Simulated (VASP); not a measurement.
BaTlH, 3 atoms in the cell. It takes space group P4/mmm (No. 123, tetragonal). The conventional cell has a = 4.000 Å, b = 4.000 Å, c = 5.122 Å, α = 90.00°, β = 90.00°, γ = 90.00°. Ba (site symmetry 4/mmm) is surrounded by 2 H at 2.56 Å. Tl (site symmetry 4/mmm) is surrounded by 4 H at 2.83 Å. Around H (site symmetry 4/mmm) lie 2 Ba at 2.56 Å and 4 Tl at 2.83 Å. The cell was built by a generator and needn't be a form met in nature. The cell isn't the ideal one: random cell by space group and Wyckoff sites (P4/mmm, No. 123).

```yaml
Program: VASP 6.6.1
Task: single point
Functional: PBE
Potentials_or_basis: VASP PAW PBE potentials, release 64 (Ba_sv, Tl_d, H)
Cutoff: 520 eV
k_mesh: 12 × 12 × 10
Occupations: gaussian, width 0.1 eV
Spin: no spin polarisation
Dipole_correction: no
Further_INCAR_settings: ALGO = Fast; EDIFF = 1e-07; NBANDS = 19
```

Potentials or basis: VASP PAW PBE potentials, release 64 (Ba_sv, Tl_d, H).

Launch:

```console
$ cat potpaw_PBE.64/Ba_sv/POTCAR potpaw_PBE.64/Tl_d/POTCAR potpaw_PBE.64/H/POTCAR > POTCAR
$ mpirun -np 1 vasp_std > vasp.out
```

Hardware: 1 thread of Intel(R) Xeon(R) 6975P-C (Granite Rapids), on a shared host.

Q: How long does it take, and how much memory?

A: Wall time 110 s on 1 thread of Intel(R) Xeon(R) 6975P-C (Granite Rapids), with other jobs on the host, peak memory 0.4 GiB. Counts: scf iterations 17, k points 168.
